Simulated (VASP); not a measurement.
**Quasiparticle energies of MoS2 in VASP**

How does the gap of MoS2 change from the starting functional to GW? The cell has space group P6_3/mmc. The start is a cell from a database of measured crystal structures.

Main program and level: VASP 6.6.1; LDA, no spin polarisation; plane waves and PAW (Mo_sv, S), in the first sound run; inputs show where later runs differ.

Most raw output is cut from this account.

The database entry behind the starting cell differs from later determinations by our own check (about 0.3 % long), so it need not match the best structure at ambient conditions.

**1. The starting structure**

The structure is hexagonal, space group P6_3/mmc (No. 194). Conventional cell: a = 3.169 Å, b = 3.169 Å, c = 12.324 Å, α = 90.00°, β = 90.00°, γ = 120.00°. Nearest to Mo lie 6 S at 2.41 Å. Nearest to S lie 3 Mo at 2.41 Å. Farther neighbours and most contacts between anions are not listed.

**2. Relaxation**

The atoms are relaxed first inside the given cell, which is kept (ISIF = 2), since band edges depend on the positions.

Input file INCAR:

```
SYSTEM = MoS2
PREC = Accurate
ENCUT = 400
EDIFF = 1E-06
NELM = 100
ISMEAR = 0
SIGMA = 0.05
LREAL = .FALSE.
ALGO = Normal
GGA = CA
NBANDS = 32
LASPH = .TRUE.
LWAVE = .FALSE.
LCHARG = .FALSE.
KPAR = 4
IBRION = 2
NSW = 60
ISIF = 2
EDIFFG = -0.01
```

Input file POSCAR:

```
MoS2
1.0
    3.1690000000      0.0000000000      0.0000000000
   -1.5845000000      2.7444345046      0.0000000000
    0.0000000000      0.0000000000     12.3240000000
Mo S
2 4
Direct
    0.3333333333      0.6666666667      0.2500000000
    0.6666666667      0.3333333333      0.7500000000
    0.3333333333      0.6666666667      0.6230000000
    0.6666666667      0.3333333333      0.1230000000
    0.3333333333      0.6666666667      0.8770000000
    0.6666666667      0.3333333333      0.3770000000
```

Input file KPOINTS:

```
Automatic mesh
0
Gamma
7 7 2
0 0 0
```

PAW data sets: Mo_sv and S (PBE family, release 64).

On the command line:

```sh
$ mpirun -np 4 vasp_std
```

Elapsed: 16 s, on 4 MPI ranks of Intel Xeon 6975P-C (Granite Rapids), shared host; peak memory 0.71 GiB.

The PAW data sets were made with PBE, though LDA sets exist; this is a small mismatch. The run keeps the 24 symmetry operations of its start, so it cannot find a distortion of lower symmetry.

Step by step:

| step | energy less that of the first step (eV) | largest force (eV/Å) |
| --- | --- | --- |
| 1 | 0.0000 | 0.4172 |
| 2 | -0.0184 | 0.0358 |
| 3 | -0.0185 | 0.0002 |

The atoms that moved most (Å):

| atom | dx | dy | dz | length |
| --- | --- | --- | --- | --- |
| S3 | 0.000 | 0.000 | 0.022 | 0.022 |
| S5 | 0.000 | 0.000 | -0.022 | 0.022 |
| S6 | 0.000 | 0.000 | -0.022 | 0.022 |
| S4 | 0.000 | 0.000 | 0.022 | 0.022 |

Final coordinates:

```xyz
6
Lattice="3.1690 0.0000 0.0000 -1.5845 2.7444 0.0000 0.0000 0.0000 12.3240" Properties=species:S:1:pos:R:3 pbc="T T T"
Mo    0.0000    1.8296    3.0810
Mo    1.5845    0.9148    9.2430
S     0.0000    1.8296    7.6998
S     1.5845    0.9148    1.5378
S     0.0000    1.8296   10.7862
S     1.5845    0.9148    4.6242
```

Numbers from this step:

```yaml
free_energy_toten: -49.06 eV
fermi_energy: 7.645 eV
pressure: -3.250 GPa
```

At LDA, with these data sets, the largest force is down to 2.3e-4 eV/Å.

**3. Ground state**

This step: LDA, no spin polarisation; plane waves and PAW (Mo_sv_GW, S_GW) (VASP 6.6.1).

The orbitals come from a self-consistent LDA run with a tight EDIFF and a narrow smearing. KPOINTS_OPT adds the bands along a path, which shows whether the mesh holds the band edges.

Input file INCAR:

```
SYSTEM = MoS2
PREC = Accurate
ENCUT = 370
EDIFF = 1E-08
NELM = 100
ISMEAR = 0
SIGMA = 0.01
LREAL = .FALSE.
ALGO = Normal
GGA = CA
NBANDS = 32
LASPH = .TRUE.
LORBIT = 11
LWAVE = .TRUE.
LCHARG = .FALSE.
```

Input file POSCAR:

```
MoS2
1.0
    3.1690000000      0.0000000000      0.0000000000
   -1.5845000000      2.7444345046      0.0000000000
    0.0000000000      0.0000000000     12.3240000000
Mo S
2 4
Direct
    0.3333333333      0.6666666667      0.2500000000
    0.6666666667      0.3333333333      0.7500000000
    0.3333333333      0.6666666667      0.6247813319
    0.6666666667      0.3333333333      0.1247813319
    0.3333333333      0.6666666667      0.8752186681
    0.6666666667      0.3333333333      0.3752186681
```

Input file KPOINTS:

```
Automatic mesh
0
Gamma
3 3 1
0 0 0
```

Input file KPOINTS_OPT:

```
Line mode
12
Line-mode
Reciprocal
  0.00000000   0.00000000   0.00000000 GAMMA
  0.50000000   0.00000000   0.00000000 M

  0.50000000   0.00000000   0.00000000 M
  0.33333333   0.33333333   0.00000000 K

  0.33333333   0.33333333   0.00000000 K
  0.00000000   0.00000000   0.00000000 GAMMA

  0.00000000   0.00000000   0.00000000 GAMMA
  0.00000000   0.00000000   0.50000000 A

  0.00000000   0.00000000   0.50000000 A
  0.50000000   0.00000000   0.50000000 L

  0.50000000   0.00000000   0.50000000 L
  0.33333333   0.33333333   0.50000000 H

  0.33333333   0.33333333   0.50000000 H
  0.00000000   0.00000000   0.50000000 A

  0.50000000   0.00000000   0.50000000 L
  0.50000000   0.00000000   0.00000000 M

  0.33333333   0.33333333   0.00000000 K
  0.33333333   0.33333333   0.50000000 H
```

The projector-augmented-wave data sets are Mo_sv_GW and S_GW (LDA family, release 64).

On the command line:

```sh
$ mpirun -np 4 vasp_std
```

Wall time 35 s (4 MPI ranks); peak memory 0.57 GiB; 2.3 min of CPU time.

Numbers from this step:

| Quantity | Value |
| --- | --- |
| free energy (TOTEN) | -50.5109 eV |
| Fermi energy | 7.434 eV |
| pressure | -3.445 GPa |
| least gap on mesh and path | 0.8477 eV |
| least direct gap on mesh and path | 1.586 eV |

The highest empty bands on the path are converged less tightly, to about 0.1 eV. The electronic bands at the labelled points (eV, zero at the valence-band top; v1 is the highest filled band, c1 the lowest empty one):

| point | v4 | v3 | v2 | v1 | c1 | c2 | c3 | c4 |
| --- | --- | --- | --- | --- | --- | --- | --- | --- |
| Γ | -2.29 | -1.24 | -1.18 | 0.00 | 2.03 | 2.04 | 2.05 | 2.06 |
| 0.45 of the way | -2.29 | -1.50 | -1.41 | -1.28 | 1.20 | 1.65 | 1.86 | 1.91 |
| M | -1.85 | -1.67 | -1.46 | -1.33 | 1.59 | 1.64 | 1.96 | 2.22 |
| 0.45 of the way | -2.78 | -2.38 | -1.18 | -1.00 | 1.44 | 1.55 | 2.23 | 2.43 |
| K | -2.73 | -2.73 | -0.81 | -0.65 | 0.94 | 0.94 | 1.79 | 2.86 |
| 0.45 of the way | -1.89 | -1.76 | -1.56 | -1.53 | 0.85 | 1.65 | 1.75 | 1.78 |
| Γ | -2.29 | -1.24 | -1.18 | 0.00 | 2.03 | 2.04 | 2.05 | 2.07 |
| 0.55 of the way | -2.29 | -1.96 | -0.62 | -0.08 | 2.04 | 2.04 | 2.05 | 2.05 |
| A | -2.31 | -2.31 | -0.28 | -0.28 | 2.04 | 2.04 | 2.04 | 2.05 |
| 0.55 of the way | -2.18 | -2.18 | -1.53 | -1.53 | 1.54 | 1.54 | 1.64 | 1.64 |
| L | -1.76 | -1.76 | -1.38 | -1.38 | 1.61 | 1.61 | 2.11 | 2.11 |
| 0.45 of the way | -2.62 | -2.62 | -1.08 | -1.08 | 1.50 | 1.50 | 2.29 | 2.29 |
| H | -2.88 | -2.88 | -0.74 | -0.74 | 0.94 | 0.94 | 2.26 | 2.26 |
| 0.55 of the way | -1.74 | -1.74 | -1.44 | -1.44 | 1.23 | 1.23 | 1.77 | 1.77 |
| A | -2.31 | -2.31 | -0.28 | -0.28 | 2.04 | 2.04 | 2.05 | 2.11 |
| jump to L | -1.76 | -1.76 | -1.38 | -1.38 | 1.61 | 1.61 | 2.11 | 2.11 |
| 0.45 of the way | -1.82 | -1.70 | -1.43 | -1.34 | 1.60 | 1.63 | 2.02 | 2.19 |
| M | -1.85 | -1.67 | -1.46 | -1.33 | 1.59 | 1.64 | 1.96 | 2.23 |
| jump to K | -2.73 | -2.73 | -0.81 | -0.65 | 0.94 | 0.94 | 1.79 | 2.86 |
| 0.45 of the way | -2.79 | -2.79 | -0.79 | -0.67 | 0.94 | 0.94 | 1.90 | 2.69 |
| H | -2.88 | -2.88 | -0.74 | -0.74 | 0.94 | 0.94 | 2.26 | 2.26 |

Of the projections kept (Mo, S), the largest for each band there; the rest of the weight can lie on other orbitals:

| point | v4 | v3 | v2 | v1 | c1 | c2 | c3 | c4 |
| --- | --- | --- | --- | --- | --- | --- | --- | --- |
| Γ | Mo 0.55 | S 0.95 | Mo 0.80 | Mo 0.65 | S 0.54 | S 0.54 | S 0.56 | S 0.56 |
| M | S 0.86 | S 0.85 | Mo 0.57 | Mo 0.66 | Mo 0.95 | Mo 0.94 | Mo 0.90 | Mo 0.89 |
| K | S 0.71 | S 0.71 | Mo 0.83 | Mo 0.80 | Mo 0.90 | Mo 0.90 | Mo 0.70 | Mo 0.67 |
| Γ | Mo 0.55 | S 0.95 | Mo 0.80 | Mo 0.65 | S 0.54 | S 0.55 | S 0.56 | S 0.56 |
| A | Mo 0.55 | Mo 0.55 | Mo 0.59 | Mo 0.59 | S 0.55 | S 0.55 | S 0.55 | S 0.55 |
| L | S 0.86 | S 0.86 | Mo 0.61 | Mo 0.61 | Mo 0.95 | Mo 0.95 | Mo 0.89 | Mo 0.89 |

The cell has a gap of 0.848 eV on mesh and path and a pressure of -3.4 GPa, which holds the misfit of the given cell and coordinates with this functional, and any error of cutoff, mesh and data sets. Spin-orbit coupling is left out, which can shift or reorder these edges. Forces of up to 0.25 eV/Å remain in these settings.

**4. Empty bands, functional LDA**

The next step needs empty bands that the ground-state run didn't converge, so the Hamiltonian is diagonalised exactly for NBANDS bands, in a single step. LOPTICS writes the k-derivatives of the orbitals (WAVEDER), which give the long-wavelength limit of the screening.

Input file INCAR:

```
SYSTEM = MoS2
PREC = Accurate
ENCUT = 370
ISMEAR = 0
SIGMA = 0.01
LREAL = .FALSE.
GGA = CA
NBANDS = 448
LASPH = .TRUE.
ALGO = Exact
NELM = 1
LWAVE = .TRUE.
LCHARG = .FALSE.
LOPTICS = .TRUE.
NEDOS = 1000
CSHIFT = 0.1
```

POSCAR is that of step 3.

KPOINTS is that of step 3.

On the command line:

```sh
$ mpirun -np 4 vasp_std
```

Elapsed: 11 s, on 4 MPI ranks; peak memory 0.83 GiB.

The gap is read on the k-mesh alone, so it is an upper bound where the band edges lie off the mesh.

A gap read on the k-mesh alone can miss the band edges.

This step gave:

| Quantity | Value |
| --- | --- |
| gap on the k-mesh | 0.9352 eV |
| least direct gap on the k-mesh | 1.586 eV |

WAVECAR now holds 448 bands for 52 electrons. Its independent-particle dielectric tensor has xx, yy, zz = 21.3, 21.3, 10.1 on this mesh, which isn't tested for convergence in mesh or bands and lacks local fields.

**5. evGW0**

This step: evGW0 on LDA, no spin polarisation; plane waves and PAW (Mo_sv_GW, S_GW) (VASP 6.6.1).

The lowest NBANDSGW levels in G are updated for four passes while W stays fixed, so the result depends less on the starting levels.

Input file INCAR:

```
SYSTEM = MoS2
PREC = Accurate
ENCUT = 370
ISMEAR = 0
SIGMA = 0.01
LREAL = .FALSE.
GGA = CA
NBANDS = 448
LASPH = .TRUE.
ALGO = EVGW0
NELMGW = 4
ENCUTGW = 150
NOMEGA = 48
PRECFOCK = Fast
NBANDSGW = 36
LWAVE = .FALSE.
LCHARG = .FALSE.
```

POSCAR is that of step 4.

KPOINTS is that of step 4.

On the command line:

```sh
$ mpirun -np 4 vasp_std
```

It took 4.5 min on 4 MPI ranks; peak memory 1.5 GiB; 16 min of CPU time.

Numbers from this step:

```
quasiparticle gap on the mesh                 : 1.787 eV
smallest direct quasiparticle gap on the mesh : 2.377 eV
gap of the starting orbitals on the mesh      : 0.9352 eV
```

QP gap by iteration, by row:

| iteration | gap (eV) | direct gap (eV) |
| --- | --- | --- |
| 1 | 1.685 | 2.282 |
| 2 | 1.774 | 2.365 |
| 3 | 1.786 | 2.375 |
| 4 | 1.787 | 2.377 |

GW takes the gap from 0.935 to 1.787 eV. The mesh misses a band edge: at the starting level the path gave a gap 0.09 eV smaller. Spin-orbit coupling is left out. The value holds for 448 bands, ENCUTGW = 150 eV and this mesh, and isn't shown to be converged in them. VASP warns that the automatic setting of its frequency mesh failed and advises more k points, so the value is in doubt.

**6. evGW**

This step: evGW on LDA, no spin polarisation; plane waves and PAW (Mo_sv_GW, S_GW) (VASP 6.6.1).

The levels are updated in both G and W; wider gaps weaken the screening and open the gap further.

INCAR: that of step 5 with these lines changed.

```diff
@@ -9,3 +9,3 @@
 LASPH = .TRUE.
-ALGO = EVGW0
+ALGO = EVGW
 NELMGW = 4
```

POSCAR is that of step 5.

KPOINTS is that of step 5.

On the command line:

```sh
$ mpirun -np 4 vasp_std
```

Run time: 3.7 min. Hardware: 4 MPI ranks; peak memory 1.5 GiB; 13 min of CPU time.

This step gave:

```
quasiparticle gap on the mesh                 : 1.829 eV
smallest direct quasiparticle gap on the mesh : 2.426 eV
```

QP gap by iteration, by row:

| iteration | gap (eV) | direct gap (eV) |
| --- | --- | --- |
| 1 | 1.685 | 2.282 |
| 2 | 1.802 | 2.397 |
| 3 | 1.824 | 2.42 |
| 4 | 1.829 | 2.426 |

GW takes the gap from 0.935 to 1.829 eV. That is +41 meV against evGW0 on LDA. The last pass still moved it by +5 meV. The mesh misses a band edge: at the starting level the path gave a gap 0.09 eV smaller. Spin-orbit coupling is left out. The value holds for 448 bands, ENCUTGW = 150 eV and this mesh, and isn't shown to be converged in them. VASP warns that the automatic setting of its frequency mesh failed and advises more k points, so the value is in doubt.

**7. Orbitals for another starting point**

This step: LDA, no spin polarisation; plane waves and PAW (Mo_sv_GW, S_GW) (VASP 6.6.1).

A hybrid converges faster from good orbitals, so a cheap LDA run writes WAVECAR first.

Input file INCAR:

```
SYSTEM = MoS2
PREC = Accurate
ENCUT = 370
EDIFF = 1E-05
NELM = 100
ISMEAR = 0
SIGMA = 0.01
LREAL = .FALSE.
ALGO = Normal
GGA = CA
NBANDS = 32
LASPH = .TRUE.
LORBIT = 11
LWAVE = .TRUE.
LCHARG = .FALSE.
NCORE = 4
```

POSCAR is that of step 6.

KPOINTS is that of step 6.

On the command line:

```sh
$ mpirun -np 4 vasp_std
```

Elapsed: 3.4 s, on 4 MPI ranks; peak memory 0.45 GiB.

This step gave:

- Fermi energy: 7.438 eV
- pressure: -3.474 GPa
- gap on the k-mesh: 0.9355 eV

The run ends at a pressure of -3.47 GPa, with forces up to 0.25 eV/Å.

**8. Another starting point**

This step: HSE06, no spin polarisation; plane waves and PAW (Mo_sv_GW, S_GW) (VASP 6.6.1).

To see how much the result owes to its start, the ground state is made again with HSE06. EDIFF is tight for accurate orbitals, and a narrow smearing avoids fractional occupations.

Input file INCAR:

```
SYSTEM = MoS2
PREC = Accurate
ENCUT = 370
EDIFF = 1E-08
NELM = 100
ISMEAR = 0
SIGMA = 0.01
LREAL = .FALSE.
ALGO = Normal
LHFCALC = .TRUE.
AEXX = 0.25
GGA = PE
HFSCREEN = 0.2
LASPH = .TRUE.
NBANDS = 32
PRECFOCK = Fast
LORBIT = 11
LWAVE = .TRUE.
LCHARG = .FALSE.
```

POSCAR is that of step 7.

KPOINTS is that of step 7.

The WAVECAR or CHGCAR of an earlier step is read.

On the command line:

```sh
$ mpirun -np 4 vasp_std
```

Run time: 59 s. Hardware: 4 MPI ranks; peak memory 0.92 GiB.

The k-mesh is coarse for exact exchange; levels may shift by about 0.1 eV on a finer one. The PAW data sets were made with LDA, a small mismatch for this functional.

Numbers from this step:

```
free energy (TOTEN)            : -53.0528 eV
Fermi energy                   : 7.195 eV
gap on the k-mesh              : 1.569 eV
least direct gap on the k-mesh : 2.270 eV
```

**9. Empty bands, functional HSE06**

Input file INCAR:

```
SYSTEM = MoS2
PREC = Accurate
ENCUT = 370
ISMEAR = 0
SIGMA = 0.01
LREAL = .FALSE.
LHFCALC = .TRUE.
AEXX = 0.25
GGA = PE
HFSCREEN = 0.2
LASPH = .TRUE.
NBANDS = 448
PRECFOCK = Fast
ALGO = Exact
NELM = 1
LWAVE = .TRUE.
LCHARG = .FALSE.
LOPTICS = .TRUE.
NEDOS = 1000
CSHIFT = 0.1
```

POSCAR is that of step 8.

KPOINTS is that of step 8.

The WAVECAR or CHGCAR of an earlier step is read.

On the command line:

```sh
$ mpirun -np 4 vasp_std
```

Elapsed: 2.5 min, on 4 MPI ranks; peak memory 1.4 GiB.

**10. G0W0**

This step: G0W0 on HSE06, no spin polarisation; plane waves and PAW (Mo_sv_GW, S_GW) (VASP 6.6.1).

One pass of GW corrects the levels to first order, with G and W from the starting orbitals.

Input file INCAR:

```
SYSTEM = MoS2
PREC = Accurate
ENCUT = 370
ISMEAR = 0
SIGMA = 0.01
LREAL = .FALSE.
LHFCALC = .TRUE.
AEXX = 0.25
GGA = PE
HFSCREEN = 0.2
LASPH = .TRUE.
NBANDS = 448
PRECFOCK = Fast
ALGO = EVGW0
NELMGW = 1
ENCUTGW = 150
NOMEGA = 48
NBANDSGW = 36
LWAVE = .FALSE.
LCHARG = .FALSE.
```

POSCAR is that of step 9.

KPOINTS is that of step 9.

The run starts from files that an earlier step left in the folder.

On the command line:

```sh
$ mpirun -np 4 vasp_std
```

It took 71 s on 4 MPI ranks; peak memory 1.9 GiB; 4.5 min of CPU time.

This step gave:

```
quasiparticle gap on the mesh                 : 1.851 eV
smallest direct quasiparticle gap on the mesh : 2.500 eV
gap of the starting orbitals on the mesh      : 1.569 eV
```

GW takes the gap from 1.569 to 1.851 eV. That is +166 meV against the one-shot pass on LDA. Spin-orbit coupling is left out. The value holds for 448 bands, ENCUTGW = 150 eV and this mesh, and isn't shown to be converged in them. VASP warns that the automatic setting of its frequency mesh failed and advises more k points, so the value is in doubt.

**11. Summary**

This step: GW series: evGW0 on LDA, evGW on LDA, G0W0 on HSE06; plane waves and PAW (VASP 6.6.1).

No new run; the numbers come from the runs before.

Cost is wall time times ranks on a shared host, with the step that makes the empty bands. GW runs:

| level | bands | ENCUTGW (eV) | NOMEGA | k mesh | starting gap (eV) | quasiparticle gap (eV) | direct gap (eV) | cost (core minutes) |
| --- | --- | --- | --- | --- | --- | --- | --- | --- |
| evGW0 on LDA | 448 | 150 | 48 | 3x3x1 | 0.9352 | 1.787 | 2.377 | 18.7 |
| evGW on LDA | 448 | 150 | 48 | 3x3x1 | 0.9352 | 1.829 | 2.426 | 15.43 |
| G0W0 on HSE06 | 448 | 150 | 48 | 3x3x1 | 1.569 | 1.851 | 2.5 | 14.8 |

**12. What came out**

```
evGW0 on LDA, 448 bands, ENCUTGW 150 eV, NOMEGA 48, mesh 3×3×1  : 0.935 → 1.787 eV
evGW on LDA, 448 bands, ENCUTGW 150 eV, NOMEGA 48, mesh 3×3×1   : 0.935 → 1.829 eV
G0W0 on HSE06, 448 bands, ENCUTGW 150 eV, NOMEGA 48, mesh 3×3×1 : 1.569 → 1.851 eV
```

**Reading.** evGW0 gives a quasiparticle gap of 1.787 eV on the mesh, 0.85 eV over the LDA gap on the same mesh. On mesh and path the starting valence top lies at Γ and the conduction bottom at (0.182, 0.182, 0), so the starting gap is indirect. The GW mesh misses an edge: at the starting level the gap along the path is 0.09 eV smaller, and with that offset the quasiparticle gap would be about 1.70 eV. Over the final values of the levels run here the gap spans 1.79 to 1.85 eV. In evGW0 the first pass, which is the one-shot result, gives 1.685 eV and pass 4 gives 1.787 eV; the last pass changed the gap by +2 meV, so the loop is converged. In evGW the first pass, which is the one-shot result, gives 1.685 eV and pass 4 gives 1.829 eV; the last pass changed the gap by +5 meV, so the loop is converged. One-shot gaps: 1.685 eV from LDA and 1.851 eV from HSE06. The starting gaps span 0.63 eV and the one-shot gaps 0.17 eV. Bands, response cutoff and mesh weren't tested for convergence. On a mesh this coarse the value is a test of cost more than a converged gap. Spin-orbit coupling is left out; with Mo in the cell it can split or shift band edges, by an amount that depends on which atoms form them and isn't tested here. The given cell is kept, although it stands at -3.4 GPa at LDA and ENCUT = 370 eV, which holds the mismatch of the given cell with this functional and any basis-set error; the relaxation of the atoms, at LDA and ENCUT = 400 eV, gave -3.3 GPa. The atoms were relaxed with other settings, and carry forces of up to 0.25 eV/Å in the first static run, at LDA. VASP warned that the automatic setting of its frequency mesh failed, and advised more k points, in all GW runs. Those values are in doubt. Not tabulated here, as repeats of values shown or as unfit to read for their mesh, reference level or band range: gaps (empty bands, relaxation); eps2 curves (empty bands); eps1 curves and static values (empty bands).

[Lines on the potential files, build, host, timing and source positions are cut from VASP's logs without a mark.]

[Logs are printed without paths, hosts, clocks, repeated set-up lines and the standing remarks that a program may print on its own settings, such as how far it seeks lower states.]

[Hosts, paths, dates, database ids (printed as entryN), source tags and the programs' standing remarks are cut or masked in the printed files.]

[Pressures printed for these runs are not shown converged in the cutoff: they can be off by several GPa and have the wrong sign.]
